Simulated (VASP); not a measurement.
Given:

```
CELL_PARAMETERS angstrom
      0.00000     2.71737     2.71737
      2.71737     0.00000     2.71737
      2.71737     2.71737     0.00000
ATOMIC_POSITIONS crystal
  Hg 0.00000 0.00000 0.00000
  Se 0.25000 0.25000 0.25000
```

Level of theory: LDA (Ceperley-Alder, Perdew-Zunger), VASP's LDA PAW potentials (set 64) (plane waves; VASP). Settings: 500 eV cut-off, 12×12×12 Γ-centred mesh, first-order Methfessel-Paxton smearing of 0.10 eV, potentials Hg Se.

Unless said otherwise, spin-orbit coupling is left out, though it shifts the bands of the heavy elements here.

### Question
Estimate the energy per atom (σ→0), pressure, band gap (on the k-mesh) with the smallest direct gap where there is one.

### Answer

- band gap (on the k-mesh): none (metal, semimetal or under 0.01 eV)
- energy per atom (σ→0): -1.935 eV/atom
- pressure: 44.97 GPa

The absolute energy has meaning only against runs of the same code, potentials and settings.

The compound is HgSe in the zinc blende structure. It was relaxed first under an external pressure of 45 GPa.
